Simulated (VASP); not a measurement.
The system is InP.

```xyz
2
Lattice="0.0000 2.9792 2.9792 2.9792 0.0000 2.9792 2.9792 2.9792 0.0000" Properties=species:S:1:pos:R:3 pbc="T T T"
In    0.0000    0.0000    0.0000
P     1.4896    1.4896    1.4896
```

Base run:

| Property | Result |
| --- | --- |
| Program | VASP 6.6.1 |
| Functional | PBE0 |
| Potentials or basis | VASP PAW PBE potentials, release 64 (In_d, P) |
| Cutoff | 520 eV |
| k mesh | 6 × 6 × 6 |
| Occupations | gaussian, width 0.03 eV |
| Spin | no spin polarisation |

Its results: band gap on the k mesh 1.80 eV, direct; pressure -2.3 GPa.

Task: The run is repeated on the same cell with these changes: functional from PBE0 to PBE; further incar settings from ALGO = Normal; EDIFF = 1e-06; NBANDS = 16 to ALGO = Fast; EDIFF = 1e-06; NBANDS = 16. What comes out?

Result: Band gap on the k mesh 0.44 eV, direct; pressure 0.0 GPa.

Caveats: spin-orbit coupling is left out, which moves the levels of the heavy elements; the PAW data sets were made with another functional, which shifts forces and pressure a little (some runs).
